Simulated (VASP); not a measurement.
Computed with PBEsol GGA, VASP's PBE PAW potentials (set 64) (plane waves; VASP).

VASP input:

**KPOINTS**
```
Automatic mesh
0
G
 14 14 14
0 0 0
```

**INCAR**
```
ALGO = Normal
EDIFF = 1E-7
ENCUT = 480
GGA = PS
ISIF = 2
ISMEAR = 1
LASPH = .TRUE.
LCHARG = .FALSE.
LMAXMIX = 6
LREAL = .FALSE.
LWAVE = .FALSE.
NELM = 100
PREC = Accurate
SIGMA = 0.1
SYSTEM = Ta
```

**POSCAR**
```
Ta
1
   -1.6419152819     1.6172865527     1.6419152819
    1.6419152819    -1.6172865527     1.6419152819
    1.6419152819     1.6172865527    -1.6419152819
Ta
1
Direct
  0.0000000000   0.0000000000   0.0000000000
```

POTCAR, in this order: Ta_pv (PBE.64 set). Program: vasp_std.

Unless said otherwise, spin-orbit coupling is left out, though it shifts the bands of the heavy elements here.

Predict the energy per atom (σ→0), pressure, band gap (on the k-mesh).

```json
{
  "energy per atom (σ→0)": "-12.554 eV/atom",
  "band gap (on the k-mesh)": "none (metal, semimetal or under 0.01 eV)",
  "pressure": "3.36 GPa"
}
```

### OSZICAR
```
...
DAV:   5    -0.130393696226E+02   -0.21364E-04   -0.21362E-04  4847   0.108E-01    0.147E+01
DAV:   6    -0.126737802533E+02    0.36559E+00   -0.39242E-01  4550   0.755E+00    0.720E+00
DAV:   7    -0.125555069790E+02    0.11827E+00   -0.33143E-01  4605   0.657E+00    0.351E-01
DAV:   8    -0.125535123750E+02    0.19946E-02   -0.30523E-03  4793   0.760E-01    0.627E-02
DAV:   9    -0.125535109292E+02    0.14457E-05   -0.44025E-05  4794   0.822E-02    0.293E-02
DAV:  10    -0.125535093470E+02    0.15822E-05   -0.30794E-06  4989   0.238E-02    0.267E-03
DAV:  11    -0.125535093363E+02    0.10786E-07   -0.74090E-08  3242   0.385E-03
   1 F= -.12553509E+02 E0= -.12553692E+02  d E =0.546608E-03
```

The compound is Ta in the bcc structure. This cell was strained or had an atom moved on purpose.
